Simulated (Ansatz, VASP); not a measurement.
**ScBS3 in VASP and in Ansatz**

```
CELL_PARAMETERS angstrom
4.18098 0.00000 0.00000
0.00000 4.18098 0.00000
0.00000 0.00000 4.18098
ATOMIC_POSITIONS crystal
Sc 0.00000 0.00000 0.00000
B 0.50000 0.50000 0.50000
S 0.50000 0.50000 0.00000
S 0.50000 0.00000 0.50000
S 0.00000 0.50000 0.50000
```

The cell comes from a database or a generator and needn't be the stable form of this composition.

Alike in both runs: task single point; functional PBEsol; k mesh 4 × 4 × 4; occupations gaussian, width 0.05 eV; no spin polarisation.

```csv
,VASP,Ansatz
version,VASP 6.6.1,Ansatz 0.2.0
potentials or method,"VASP PAW PBE potentials, release 64 (Sc_sv, B, S)","scalar-relativistic, plane waves, PAW"
plane-wave cutoff (eV),520,420
valence electrons in the cell,32,32
```

Ansatz gave:

```
gap on the k mesh at the Fermi level (eV) : none
pressure (GPa)                            : 0.0
```

Estimate VASP's values.

gap on the k mesh at the Fermi level (eV): none; pressure (GPa): 0.1.

A gap of «none» marks a metal or a gap that the smearing closes. The functional is the same, so the differences come from potentials, cutoffs and numerics.

Caveats: the k mesh is coarse (spacing up to 0.38 Å⁻¹), so the values aren't converged; the PAW data sets were made with another functional, which shifts forces and pressure a little (VASP).
